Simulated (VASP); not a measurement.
Output of a VASP run:

**OUTCAR**
```
 ion  position               nearest neighbor table
   1  0.333  0.667  1.000-   4 2.62   4 2.62   4 2.62   3 2.62   2 4.28   2 4.28   2 4.28   2 4.28
                             2 4.28   2 4.28
   2  0.667  0.333  0.500-   3 2.62   3 2.62   3 2.62   4 2.62   1 4.28   1 4.28   1 4.28   1 4.28
                             1 4.28   1 4.28
   3  0.333  0.667  0.375-   2 2.62   2 2.62   2 2.62   1 2.62
   4  0.667  0.333  0.875-   1 2.62   1 2.62   1 2.62   2 2.62
  LATTYP: Found a hexagonal cell.
 ALAT       =     4.2826221269
 C/A-ratio  =     1.6325660047
 Subroutine PRICEL returns:
 Original cell was already a primitive cell.
 Subroutine GETGRP returns: Found 12 space group operations
The static configuration has the point symmetry C_3v.
 The point group associated with its full space group is C_6v.
The dynamic configuration has the point symmetry C_3v.
 Subroutine INISYM returns: Found 12 space group operations
 Subroutine IBZKPT returns following result:
 Found     36 irreducible k-points:

 Following reciprocal coordinates:
            Coordinates               Weight
  0.000000  0.000000  0.000000      1.000000
  0.111111 -0.000000  0.000000      6.000000
  0.222222 -0.000000  0.000000      6.000000
  0.333333 -0.000000  0.000000      6.000000
  0.444444 -0.000000  0.000000      6.000000
  0.111111  0.111111  0.000000      6.000000
  0.222222  0.111111  0.000000     12.000000
  0.333333  0.111111  0.000000     12.000000
  0.444444  0.111111  0.000000      6.000000
  0.222222  0.222222  0.000000      6.000000
  0.333333  0.222222  0.000000     12.000000
  0.333333  0.333333  0.000000      2.000000
  0.000000  0.000000  0.200000      2.000000
  0.111111 -0.000000  0.200000     12.000000
  0.222222 -0.000000  0.200000     12.000000
  0.333333 -0.000000  0.200000     12.000000
  0.444444 -0.000000  0.200000     12.000000
  0.111111  0.111111  0.200000     12.000000
  0.222222  0.111111  0.200000     24.000000
  0.333333  0.111111  0.200000     24.000000
  0.444444  0.111111  0.200000     12.000000
  0.222222  0.222222  0.200000     12.000000
  0.333333  0.222222  0.200000     24.000000
  0.333333  0.333333  0.200000      4.000000
  0.000000  0.000000  0.400000      2.000000
  0.111111 -0.000000  0.400000     12.000000
  0.222222 -0.000000  0.400000     12.000000
  0.333333 -0.000000  0.400000     12.000000
  0.444444 -0.000000  0.400000     12.000000
  0.111111  0.111111  0.400000     12.000000
  0.222222  0.111111  0.400000     24.000000
  0.333333  0.111111  0.400000     24.000000
  0.444444  0.111111  0.400000     12.000000
  0.222222  0.222222  0.400000     12.000000
  0.333333  0.222222  0.400000     24.000000
  0.333333  0.333333  0.400000      4.000000
   k-points           NKPTS =     36   k-points in BZ     NKDIM =     36   number of bands    NBANDS=     21
   number of dos      NEDOS =    601   number of ions     NIONS =      4
   total plane-waves  NPLWV =  37632
   dimension x,y,z NGX =    28 NGY =   28 NGZ =   48
   dimension x,y,z NGXF=    56 NGYF=   56 NGZF=   96
   ions per type =               2   2
   PREC   = accura    normal or accurate (medium, high low for compatibility)
   ISTART =      0    job   : 0-new  1-cont  2-samecut
   ICHARG =      2    charge: 1-file 2-atom 10-const
   ISPIN  =      1    spin polarized calculation?
   LNONCOLLINEAR =      F non collinear calculations
   LSORBIT =      F    spin-orbit coupling
   INIWAV =      1    electr: 0-lowe 1-rand  2-diag
   ENCUT  =  400.0 eV  29.40 Ry    5.42 a.u.   6.98  6.98 11.40*2*pi/ulx,y,z
   NELM   =    100;   NELMIN=  2; NELMDL= -5     # of ELM steps
   EDIFF  = 0.1E-06   stopping-criterion for ELM
   LREAL  =      F    real-space projection
   NLSPLINE    = F    spline interpolate recip. space projectors
   LMAXMIX     =    4 max onsite mixed and CHGCAR
   VOSKOWN=      0    Vosko Wilk Nusair interpolation
   EDIFFG = 0.1E-05   stopping-criterion for IOM
   NSW    =      0    number of steps for IOM
...
```

OSZICAR:
```
       N       E                     dE             d eps       ncg     rms          rms(c)
DAV:   1     0.173330239763E+03    0.17333E+03   -0.14423E+04  1528   0.123E+03
DAV:   2    -0.140385815341E+02   -0.18737E+03   -0.18265E+03  1921   0.296E+02
DAV:   3    -0.294387023922E+02   -0.15400E+02   -0.15305E+02  2443   0.639E+01
DAV:   4    -0.303995173268E+02   -0.96081E+00   -0.95743E+00  2280   0.147E+01
DAV:   5    -0.304203358948E+02   -0.20819E-01   -0.20756E-01  2110   0.213E+00    0.397E+01
DAV:   6    -0.285615457537E+02    0.18588E+01   -0.53923E+00  1662   0.104E+01    0.279E+01
DAV:   7    -0.286075335937E+02   -0.45988E-01   -0.31755E+00  2342   0.782E+00    0.468E+00
DAV:   8    -0.284955202486E+02    0.11201E+00   -0.10973E+00  1667   0.483E+00    0.906E-01
DAV:   9    -0.284931928696E+02    0.23274E-02   -0.81679E-02  2020   0.146E+00    0.519E-01
DAV:  10    -0.284928283264E+02    0.36454E-03   -0.70212E-03  2304   0.380E-01    0.235E-01
DAV:  11    -0.284928584078E+02   -0.30081E-04   -0.21715E-04  2111   0.961E-02    0.806E-02
DAV:  12    -0.284928633927E+02   -0.49849E-05   -0.20911E-05  2225   0.311E-02    0.299E-02
DAV:  13    -0.284928648087E+02   -0.14160E-05   -0.39174E-06  1856   0.123E-02    0.166E-02
DAV:  14    -0.284928631287E+02    0.16800E-05   -0.57506E-06  1863   0.109E-02    0.658E-03
DAV:  15    -0.284928633967E+02   -0.26801E-06   -0.39737E-07  1654   0.339E-03    0.254E-03
DAV:  16    -0.284928634142E+02   -0.17509E-07   -0.21674E-08  1136   0.111E-03
   1 F= -.28492863E+02 E0= -.28492863E+02  d E =0.000000E+00
```

OUTCAR:
```
------------------------ aborting loop because EDIFF is reached ----------------------------------------
  FORCE on cell =-STRESS in cart. coord.  units (eV):
  Direction    XX          YY          ZZ          XY          YZ          ZX
  --------------------------------------------------------------------------------------
  Total       -0.1191043     -0.1191043      0.1128814     -0.0000000      0.0000000      0.0000000
  in kB       -1.7183332     -1.7183329      1.6285553     -0.0000000      0.0000000      0.0000000
  external PRESSURE =      -0.6027036 kB  Pullay stress =       0.0000000 kB
  volume of cell :      111.05
      direct lattice vectors                 reciprocal lattice vectors
     4.282622127  0.000000000  0.000000000     0.233501806  0.134812342  0.000000000
    -2.141311063  3.708859238  0.000000000     0.000000000  0.269624684  0.000000000
     0.000000000  0.000000000  6.991663296     0.000000000  0.000000000  0.143027483
 POSITION                                       TOTAL-FORCE (eV/Angst)
 -----------------------------------------------------------------------------------
     -0.00000      2.47257      6.99115         0.000000      0.000000     -0.067821
      2.14131      1.23629      3.49532        -0.000000      0.000000     -0.067821
     -0.00000      2.47257      2.62238        -0.000000      0.000000      0.067821
      2.14131      1.23629      6.11822        -0.000000     -0.000000      0.067821
 -----------------------------------------------------------------------------------
    total drift:                               -0.002131      0.001230     -0.000037
  FREE ENERGIE OF THE ION-ELECTRON SYSTEM (eV)
  ---------------------------------------------------
  free  energy   TOTEN  =       -28.4928634142 eV

  energy  without entropy=      -28.4928634142  energy(sigma->0) =      -28.49286341

 total charge

# of ion       s       p       d       f       tot
--------------------------------------------------
    1        2.176   6.321   1.100   0.052   9.649
    2        2.176   6.321   1.100   0.052   9.649
    3        1.315   2.453   0.000   0.000   3.768
    4        1.315   2.453   0.000   0.000   3.768
--------------------------------------------------
tot          6.983  17.547   2.201   0.104  26.836

 Electric field gradients after diagonalization (V/A^2)
 (convention: |V_zz| > |V_xx| > |V_yy|)
----------------------------------------------------------------------
 ion       V_xx      V_yy      V_zz     asymmetry (V_yy - V_xx)/ V_zz
----------------------------------------------------------------------
   1      -4.951    -4.949     9.900       0.000
   2      -4.951    -4.949     9.900       0.000
   3      -3.108    -3.107     6.215       0.000
   4      -3.108    -3.107     6.215       0.000
```
(Selected blocks of OUTCAR.)

### POSCAR
```
YS
1
    4.2826221269     0.0000000000     0.0000000000
   -2.1413110634     3.7088592377    -0.0000000000
    0.0000000000     0.0000000000     6.9916632955
Y S
2 2
Direct
  0.3333330000   0.6666670000   0.9999270798
  0.6666670000   0.3333330000   0.4999270798
  0.3333330000   0.6666670000   0.3750729202
  0.6666670000   0.3333330000   0.8750729202
```

Q: Write an INCAR and KPOINTS that could have produced this output.

A: This is not unique; one that fits is the input of the run itself, PBEsol GGA, plane waves, VASP's PBE PAW potentials (set 64).

**INCAR**
```
ALGO = Normal
EDIFF = 1E-7
ENCUT = 400
GGA = PS
ISIF = 2
ISMEAR = -5
LASPH = T
LCHARG = T
LEFG = T
LMAXMIX = 4
LORBIT = 11
LREAL = F
LWAVE = F
NEDOS = 601
NELM = 100
PREC = Accurate
SYSTEM = YS
```

### KPOINTS
```
kpoints
0
gamma
9 9 5
```

POTCAR, in this order: Y_sv S (PBE.64 set). Program: vasp_std.

For a metal the tetrahedron method with Blöchl corrections gives inexact stress and forces.

The structure was generated: YS was put into the wurtzite type (P6_3mc), which need not be its known phase. It was relaxed first, which changed the volume by -30 %.
